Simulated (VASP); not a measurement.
Energy against volume of SiC (zinc blende). These are vdW-DF-cx, VASP's PBE PAW potentials (set 64) (plane waves; VASP) values and carry that method's errors. Settings: 520 eV cut-off, 10×10×10 Γ-centred mesh, Gaussian smearing of 0.050 eV, potentials Si C.

```json
[
 {"V (Å³/atom)": "9.803", "E (eV/atom)": "-6.52790"},
 {"V (Å³/atom)": "10.116", "E (eV/atom)": "-6.54945"},
 {"V (Å³/atom)": "10.429", "E (eV/atom)": "-6.55623"},
 {"V (Å³/atom)": "10.741", "E (eV/atom)": "-6.55026"}
]
```

**Question.** Fit these four points and predict the energy of the run at 11.054 Å³/atom.

**Answer.** A cubic in V^(−2/3), the third-order Birch-Murnaghan form, passes through the four points with V0 = 10.43 Å³/atom and B0 = 218 GPa, and gives -6.5332 eV/atom there. The run gave -6.5333 eV/atom, -0.1 meV/atom from the fit; all five points give B0 = 217 GPa.

The compound is SiC in the zinc blende structure. It was relaxed first.
